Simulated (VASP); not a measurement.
Data:

```xyz
64
Lattice="10.9371 0.0000 0.0000 0.0000 10.9371 0.0000 0.0000 0.0000 10.9371" Properties=species:S:1:pos:R:3 pbc="T T T"
Si     5.4685     0.0000     0.0000
Si     6.8357     1.3671     1.3671
Si     8.2028     2.7343     0.0000
Si     9.5699     4.1014     1.3671
Si     8.2028     0.0000     2.7343
Si     9.5699     1.3671     4.1014
Si     0.0000     0.0000     0.0000
Si     1.3671     1.3671     1.3671
Si     2.7343     2.7343     0.0000
Si     4.1014     4.1014     1.3671
Si     5.4685     5.4685     0.0000
Si     6.8357     6.8357     1.3671
Si     8.2028     8.2028     0.0000
Si     9.5699     9.5699     1.3671
Si     2.7343     0.0000     2.7343
Si     4.1014     1.3671     4.1014
Si     5.4685     2.7343     2.7343
Si     6.8404     4.1485     4.1414
Si     8.2028     5.4685     2.7343
Si     9.5699     6.8357     4.1014
Si     5.4685     0.0000     5.4685
Si     6.8357     1.3671     6.8357
Si     8.2028     2.7343     5.4685
Si     9.5699     4.1014     6.8357
Si     8.2028     0.0000     8.2028
Si     9.5699     1.3671     9.5699
Si     0.0000     5.4685     0.0000
Si     1.3671     6.8357     1.3671
Si     2.7343     8.2028     0.0000
Si     4.1014     9.5699     1.3671
Si     0.0000     2.7343     2.7343
Si     1.3671     4.1014     4.1014
Si     2.7343     5.4685     2.7343
Si     4.1121     6.8549     4.1055
Si     5.4685     8.2028     2.7343
Si     6.8357     9.5699     4.1014
Si     0.0000     0.0000     5.4685
Si     1.3671     1.3671     6.8357
Si     2.7343     2.7343     5.4685
Si     4.1136     4.1486     6.8524
Si     6.8117     6.7944     6.8532
Si     8.2028     8.2028     5.4685
Si     9.5699     9.5699     6.8357
Si     2.7343     0.0000     8.2028
Si     4.1014     1.3671     9.5699
Si     5.4685     2.7343     8.2028
Si     6.8357     4.1014     9.5699
Si     8.2028     5.4685     8.2028
Si     9.5699     6.8357     9.5699
Si     0.0000     8.2028     2.7343
Si     1.3671     9.5699     4.1014
Si     0.0000     5.4685     5.4685
Si     1.3671     6.8357     6.8357
Si     2.7343     8.2028     5.4685
Si     4.1014     9.5699     6.8357
Si     0.0000     2.7343     8.2028
Si     1.3671     4.1014     9.5699
Si     2.7343     5.4685     8.2028
Si     4.1014     6.8357     9.5699
Si     5.4685     8.2028     8.2028
Si     6.8357     9.5699     9.5699
Si     0.0000     8.2028     8.2028
Si     1.3671     9.5699     9.5699
Sb     5.4632     5.4408     5.5074
```

All values below come from PBE GGA, VASP's PBE PAW potentials (set 64) (plane waves; VASP). Numerical set-up: PREC = Normal, LREAL = Auto, ISYM = 0, EDIFF = 1E-5, 400 eV cut-off, 1×1×1 Γ-centred mesh, Gaussian smearing of 0.050 eV, potentials Si Sb. Starting moments (MAGMOM): 64*0.0156. The cell's moment is fixed (NUPDOWN = 1).

The supercell is sampled at Γ alone, which is coarse: total energies, pressure and levels can be off, energies of defects by several tenths of an eV.

Question: The ions are relaxed. Which structure does the run end with?

Answer: 
```xyz
64
Lattice="10.9371 0.0000 0.0000 0.0000 10.9371 0.0000 0.0000 0.0000 10.9371" Properties=species:S:1:pos:R:3 pbc="T T T"
Si     5.4683     0.0015     0.0033
Si     6.8429     1.3613     1.3640
Si     8.2043     2.7320     0.0034
Si     9.5754     4.0940     1.3636
Si     8.2046     0.0020     2.7342
Si     9.5770     1.3619     4.0941
Si    10.9370    10.9370    10.9370
Si     1.3727     1.3724     1.3724
Si     2.7339     2.7338    10.9369
Si     4.0975     4.0966     1.3679
Si     5.4677     5.4677     0.0022
Si     6.8407     6.8407     1.3640
Si     8.2041     8.2045    10.9348
Si     9.5647     9.5647     1.3727
Si     2.7343     0.0013     2.7344
Si     4.0987     1.3689     4.0981
Si     5.4611     2.7087     2.7078
Si     6.9668     3.9775     3.9761
Si     8.2339     5.4831     2.7050
Si     9.5733     6.8419     4.0981
Si     5.4682     0.0004     5.4684
Si     6.8395     1.3660     6.8398
Si     8.2338     2.7052     5.4807
Si     9.5736     4.0962     6.8414
Si     8.2032    10.9366     8.2036
Si     9.5648     1.3723     9.5647
Si    10.9357     5.4686     0.0043
Si     1.3608     6.8429     1.3628
Si     2.7323     8.2053     0.0038
Si     4.0940     9.5779     1.3628
Si    10.9369     2.7339     2.7337
Si     1.3670     4.0978     4.0973
Si     2.7065     5.4597     2.7060
Si     3.9744     6.9678     3.9734
Si     5.4818     8.2346     2.7041
Si     6.8414     9.5722     4.0985
Si    10.9346    10.9363     5.4685
Si     1.3600     1.3594     6.8425
Si     2.7037     2.7049     5.4600
Si     3.9626     3.9686     6.9775
Si     6.9660     6.9643     6.9726
Si     8.2307     8.2305     5.4603
Si     9.5743     9.5759     6.8429
Si     2.7334     0.0021     8.2042
Si     4.0944     1.3606     9.5783
Si     5.4800     2.7036     8.2357
Si     6.8405     4.0960     9.5752
Si     8.2356     5.4550     8.2372
Si     9.5781     6.8430     9.5779
Si     0.0026     8.2054     2.7338
Si     1.3613     9.5789     4.0941
Si     0.0001     5.4679     5.4678
Si     1.3634     6.8414     6.8394
Si     2.7038     8.2347     5.4798
Si     4.0972     9.5725     6.8410
Si     0.0027     2.7328     8.2047
Si     1.3589     4.0946     9.5806
Si     2.6986     5.4840     8.2390
Si     4.0968     6.8416     9.5759
Si     5.4572     8.2350     8.2365
Si     6.8428     9.5788     9.5781
Si    10.9347     8.2049     8.2034
Si     1.3726     9.5648     9.5645
Sb     5.4622     5.4672     5.4797
``` The cell ends with 1.00 μB, on the first 30 sites 0.01 0.00 0.00 0.00 0.00 0.00 0.00 0.00 0.00 0.00 0.01 0.00 0.00 0.00 0.00 0.00 0.00 0.01 0.00 0.00 0.01 0.00 0.00 0.00 0.00 0.00 0.01 0.00 0.00 0.00 μB.

Question: How much energy does the relaxation gain?

Answer: The energy (σ→0) changes by -26.5 meV/atom, in 10 ionic steps.

The cell is a supercell with a defect, built from Si (diamond): Sb_Si.
